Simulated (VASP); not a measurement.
Calculation: PBE GGA with D3 dispersion (Becke-Johnson damping), VASP's PBE PAW potentials (set 64) (plane waves; VASP).

Input for VASP

POSCAR:
```
LiF
1.9968970
  0.0000000000   1.0000001472   1.0000001472
  1.0000001472   0.0000000000   1.0000001472
  1.0000001472   1.0000001472   0.0000000000
Li F
1 1
Cartesian
  0.0000000000   0.0000000000   0.0000000000
  1.0000001472   1.0000001472   1.0000001472
```

### KPOINTS
```
k-points along high-symmetry lines
15
Line-mode
Reciprocal
  0.000000   0.000000   0.000000 ! GAMMA
  0.500000   0.000000   0.500000 ! X

  0.500000   0.000000   0.500000 ! X
  0.625000   0.250000   0.625000 ! U

  0.375000   0.375000   0.750000 ! K
  0.000000   0.000000   0.000000 ! GAMMA

  0.000000   0.000000   0.000000 ! GAMMA
  0.500000   0.500000   0.500000 ! L

  0.500000   0.500000   0.500000 ! L
  0.500000   0.250000   0.750000 ! W

  0.500000   0.250000   0.750000 ! W
  0.500000   0.000000   0.500000 ! X
```

INCAR:
```
! general
SYSTEM=LiF
PREC  =Accurate
ENCUT =520
LREAL =.False.   ! projection in real space or not
LASPH =.True.   ! aspherical one-centre terms
ICHARG=11   ! fixed density

! electronic loop
EDIFF =1E-7
NELM  =100
ALGO  =Normal

! smearing
ISMEAR=0   ! Gaussian
SIGMA =0.05

! functional
GGA   =PE
IVDW  =12   ! D3, Becke-Johnson

! output
LWAVE =.False.
LCHARG=.False.
LORBIT=11   ! lm-projected
```

POTCAR, in this order: Li_sv F (PBE.64 set). Program: vasp_std. Read from the step before: CHGCAR.

Output

### OUTCAR
```
 ion  position               nearest neighbor table
   1  0.000  0.000  0.000-   2 2.00   2 2.00   2 2.00   2 2.00   2 2.00   2 2.00
   2  0.500  0.500  0.500-   1 2.00   1 2.00   1 2.00   1 2.00   1 2.00   1 2.00
  LATTYP: Found a face centered cubic cell.
 ALAT       =     3.9937945880
 Subroutine PRICEL returns:
 Original cell was already a primitive cell.
 Subroutine GETGRP returns: Found 48 space group operations
The static configuration has the point symmetry O_h .
The dynamic configuration has the point symmetry O_h .
 Subroutine INISYM returns: Found 48 space group operations
   k-points           NKPTS =     90   k-points in BZ     NKDIM =     90   number of bands    NBANDS=      9
   number of dos      NEDOS =    301   number of ions     NIONS =      2
   total plane-waves  NPLWV =  13824
   dimension x,y,z NGX =    24 NGY =   24 NGZ =   24
   dimension x,y,z NGXF=    48 NGYF=   48 NGZF=   48
   ions per type =               1   1
   PREC   = accura    normal or accurate (medium, high low for compatibility)
   ISTART =      0    job   : 0-new  1-cont  2-samecut
   ICHARG =     11    charge: 1-file 2-atom 10-const
   ISPIN  =      1    spin polarized calculation?
   LNONCOLLINEAR =      F non collinear calculations
   LSORBIT =      F    spin-orbit coupling
   INIWAV =      1    electr: 0-lowe 1-rand  2-diag
   ENCUT  =  520.0 eV  38.22 Ry    6.18 a.u.   5.25  5.25  5.25*2*pi/ulx,y,z
...
```

**OSZICAR**
```
       N       E                     dE             d eps       ncg     rms          rms(c)
DAV:   1     0.321239942896E+02    0.32124E+02   -0.57624E+03  1716   0.114E+03
DAV:   2    -0.837776691498E+01   -0.40502E+02   -0.39539E+02  1803   0.204E+02
DAV:   3    -0.937121160433E+01   -0.99344E+00   -0.99119E+00  2275   0.302E+01
DAV:   4    -0.937854751553E+01   -0.73359E-02   -0.73342E-02  1992   0.232E+00
DAV:   5    -0.937861481944E+01   -0.67304E-04   -0.67303E-04  2175   0.136E-01
DAV:   6    -0.937861514979E+01   -0.33034E-06   -0.33035E-06  2103   0.885E-03
DAV:   7    -0.937861515379E+01   -0.40077E-08   -0.40218E-08  2182   0.742E-04
   1 F= -.97449171E+01 E0= -.97449171E+01  d E =-.811931E-17
```

### OUTCAR
```
 val. band max:       -0.8601483790   @ k =   0.0536   0.0536   0.1071

 cond. band min:       8.4630357059   @ k =   0.0000   0.0000   0.0000



 k-point     1 :       0.0000    0.0000    0.0000
  band No.  band energies     occupation
      1     -41.7252      2.00000
      2     -20.9063      2.00000
      3      -0.8613      2.00000
      4      -0.8613      2.00000
      5      -0.8613      2.00000
      6       8.4630      0.00000
      7      23.4471      0.00000
      8      23.4495      0.00000
      9      23.4531      0.00000

 k-point     2 :       0.0357    0.0000    0.0357
  band No.  band energies     occupation
      1     -41.7241      2.00000
      2     -20.8993      2.00000
      3      -0.8958      2.00000
      4      -0.8748      2.00000
      5      -0.8748      2.00000
      6       8.5165      0.00000
      7      22.7447      0.00000
      8      22.7450      0.00000
      9      23.2378      0.00000

 k-point     3 :       0.0714    0.0000    0.0714
  band No.  band energies     occupation
      1     -41.7210      2.00000
      2     -20.8788      2.00000
      3      -0.9986      2.00000
      4      -0.9146      2.00000
      5      -0.9146      2.00000
      6       8.6720      0.00000
      7      22.0388      0.00000
      8      22.0388      0.00000
      9      22.3418      0.00000

 k-point     4 :       0.1071    0.0000    0.1071
  band No.  band energies     occupation
      1     -41.7159      2.00000
      2     -20.8438      2.00000
      3      -1.1664      2.00000
      4      -0.9785      2.00000
      5      -0.9785      2.00000
      6       8.9311      0.00000
      7      21.3570      0.00000
      8      21.4424      0.00000
      9      21.4437      0.00000

 k-point     5 :       0.1429    0.0000    0.1429
  band No.  band energies     occupation
      1     -41.7092      2.00000
      2     -20.7961      2.00000
      3      -1.3937      2.00000
      4      -1.0630      2.00000
...
```

The density is held fixed in this step, so its total energy and stress have no physical meaning.

The compound is LiF in the rock salt structure. It was relaxed first.
